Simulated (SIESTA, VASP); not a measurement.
VASP input:

**INCAR**
```
! general
SYSTEM  = Ca2GaCu2
PREC    = Accurate
ENCUT   = 300
LREAL   = .FALSE.
LASPH   = .TRUE.   ! aspherical one-centre terms

! electronic loop
EDIFF   = 1E-6
NELM    = 100
ALGO    = Normal   ! blocked Davidson
LMAXMIX = 4   ! l cut-off of mixed one-centre charges

! smearing
ISMEAR  = -1   ! Fermi-Dirac
SIGMA   = 0.1

! functional
GGA     = PS

! ions
ISIF    = 2   ! forces and stress, cell fixed

! output
LWAVE   = .FALSE.
LCHARG  = .FALSE.
```

### KPOINTS
```
Automatic mesh
0
Gamma
8 8 8
0 0 0
```

File POSCAR:
```
Ca2GaCu2
1
   -2.1868620000     2.7286480000     4.5802410000
    2.1868620000    -2.7286480000     4.5802410000
    2.1868620000     2.7286480000    -4.5802410000
Ca Ga Cu
2 1 2
Direct
  0.3054900000   0.8054900000   0.5000000000
  0.6945100000   0.1945100000   0.5000000000
  0.0000000000   0.0000000000   0.0000000000
  0.7464700000   0.5000000000   0.2464700000
  0.2535300000   0.5000000000   0.7535300000
```

POTCAR, in this order: Ca_sv Ga_d Cu (PBE.64 set). Program: vasp_std.

Problem. Translate it to SIESTA.

Solution. One input that does it (GGA PBEsol, numerical atomic orbitals DZP, PseudoDojo PBEsol standard norm-conserving potentials (rewritten from UPF to PSML)):
```
# files in the folder: Ca.psml Ga.psml Cu.psml (PseudoDojo PBEsol standard)
SystemName  Ca2GaCu2
SystemLabel ca2gacu2

NumberOfAtoms                5
NumberOfSpecies              3
%block ChemicalSpeciesLabel
  1 20 Ca
  2 31 Ga
  3 29 Cu
%endblock ChemicalSpeciesLabel
LatticeConstant              1.0 Ang
%block LatticeVectors
    -2.186862000    2.728648000    4.580241000
     2.186862000   -2.728648000    4.580241000
     2.186862000    2.728648000   -4.580241000
%endblock LatticeVectors
AtomicCoordinatesFormat      Bohr
%block AtomicCoordinatesAndAtomicSpecies
     4.132570252   -0.000000000    5.288276949  1
     0.000000000    5.156397411    3.367124126  1
     0.000000000    0.000000000    0.000000000  2
     0.000000000    2.541794540    8.655401075  3
     4.132570252    2.614602871   -0.000000000  3
%endblock AtomicCoordinatesAndAtomicSpecies

XC.functional                GGA
XC.authors                   PBEsol
PAO.BasisSize                DZP
PAO.EnergyShift              0.005 Ry
MeshCutoff                   400 Ry
%block kgrid.MonkhorstPack
    8   0   0  0.0
    0   8   0  0.0
    0   0   8  0.0
%endblock kgrid.MonkhorstPack
OccupationFunction           FD
ElectronicTemperature        0.1 eV

MaxSCFIterations             150
SCF.Mixer.Method             Pulay
SCF.Mixer.Weight             0.25
SCF.Mixer.History            8
SCF.DM.Tolerance             1.0E-05
Diag.ParallelOverK           true
WriteForces                  true
```
Both inputs were run and reached self-consistency, which says nothing on mesh or cut-off. Potentials, basis and cut-offs are each code's own, so they don't translate, and total energies aren't comparable.

The structure comes from a computed database's Ca2GaCu2 entry; how it stands against other phases isn't given here. The cell was not relaxed at this level, and it may have been scaled.
